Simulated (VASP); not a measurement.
Calculation: PBE GGA, VASP's PBE PAW potentials (set 64) (plane waves; VASP 6.6.1).

Input for VASP

INCAR:
```
ISMEAR = 1   ! Methfessel-Paxton
SYSTEM = HfN
IBRION = 2
EDIFF = 1E-7   ! SCF stop (eV)
LMAXMIX = 6   ! l cut-off of mixed one-centre charges
ISIF = 3
EDIFFG = -0.01   ! ionic stop
ENCUT = 600
NELM = 100
SIGMA = 0.1   ! width (eV)
PSTRESS = 300
GGA = PE   ! PBE
LWAVE = .FALSE.
ALGO = Normal
LASPH = .TRUE.   ! aspherical one-centre terms
LCHARG = .FALSE.
PREC = Accurate
NSW = 40
LREAL = .FALSE.   ! projection in real space or not
```

### KPOINTS
```
Automatic mesh
0
Gamma
14 14 14
0 0 0
```

POSCAR:
```
HfN
1.0
  0.0000000000   2.1992383049   2.1992383049
  2.1992383049   0.0000000000   2.1992383049
  2.1992383049   2.1992383049   0.0000000000
Hf N
1 1
Cart
  0.0000000000   0.0000000000   0.0000000000
  2.1992383049   2.1992383049   2.1992383049
```

POTCAR, in this order: Hf_pv N (PBE.64 set). Program: vasp_std.

What VASP printed:

### OSZICAR
```
       N       E                     dE             d eps       ncg     rms          rms(c)
DAV:   1     0.464704733671E+02    0.46470E+02   -0.91373E+03  2288   0.146E+03
DAV:   2    -0.220115071761E+02   -0.68482E+02   -0.64722E+02  3102   0.285E+02
DAV:   3    -0.245681088881E+02   -0.25566E+01   -0.25229E+01  2998   0.477E+01
DAV:   4    -0.245885681126E+02   -0.20459E-01   -0.20414E-01  2742   0.426E+00
DAV:   5    -0.245888702814E+02   -0.30217E-03   -0.30202E-03  2887   0.416E-01    0.580E+01
DAV:   6    -0.216264136780E+02    0.29625E+01   -0.14781E+01  2730   0.299E+01    0.464E+01
DAV:   7    -0.215938667025E+02    0.32547E-01   -0.64384E-01  2606   0.757E+00    0.279E+01
DAV:   8    -0.215855141354E+02    0.83526E-02   -0.81990E-02  2711   0.285E+00    0.612E+00
DAV:   9    -0.215779690635E+02    0.75451E-02   -0.43189E-02  2748   0.153E+00    0.169E+00
DAV:  10    -0.215776247014E+02    0.34436E-03   -0.18495E-03  2696   0.393E-01    0.354E-01
DAV:  11    -0.215776249346E+02   -0.23318E-06   -0.21357E-04  2874   0.136E-01    0.658E-02
DAV:  12    -0.215776215053E+02    0.34293E-05   -0.14003E-05  2641   0.380E-02    0.322E-02
DAV:  13    -0.215776211859E+02    0.31935E-06   -0.55217E-07  2751   0.854E-03    0.130E-03
DAV:  14    -0.215776211911E+02   -0.51632E-08   -0.77916E-09  1453   0.103E-03
   1 F= -.17594188E+02 E0= -.17594059E+02  d E =-.175942E+02
```

**OUTCAR**
```
------------------------ aborting loop because EDIFF is reached ----------------------------------------
  FORCE on cell =-STRESS in cart. coord.  units (eV):
  Direction    XX          YY          ZZ          XY          YZ          ZX
  --------------------------------------------------------------------------------------
  Total        3.9871758      3.9871758      3.9871758     -0.0000000      0.0000000      0.0000000
  in kB      300.2818574    300.2818574    300.2818574     -0.0000000      0.0000000      0.0000000
  external PRESSURE =       0.2818574 kB  Pullay stress =     300.0000000 kB
  volume of cell :       21.27
      direct lattice vectors                 reciprocal lattice vectors
     0.000000000  2.199238305  2.199238305    -0.227351442  0.227351442  0.227351442
     2.199238305  0.000000000  2.199238305     0.227351442 -0.227351442  0.227351442
     2.199238305  2.199238305  0.000000000     0.227351442  0.227351442 -0.227351442
 POSITION                                       TOTAL-FORCE (eV/Angst)
 -----------------------------------------------------------------------------------
      0.00000      0.00000      0.00000         0.000000      0.000000      0.000000
      2.19924      2.19924      2.19924        -0.000000     -0.000000     -0.000000
 -----------------------------------------------------------------------------------
    total drift:                                0.000000      0.000000      0.000000
  FREE ENERGIE OF THE ION-ELECTRON SYSTEM (eV)
  ---------------------------------------------------
  free  energy   TOTEN  =       -21.5776211911 eV

  energy  without entropy=      -21.5772352460  energy(sigma->0) =      -21.57749254
  enthalpy is  TOTEN    =       -17.5941879656 eV   P V=        3.9834332255

 reached required accuracy - stopping structural energy minimisation
```
(Selected blocks of OUTCAR.)

The compound is HfN in the rock salt structure. It was relaxed first under an external pressure of 30 GPa. The electron count is odd and the run is not spin-polarised, which forces a metal.
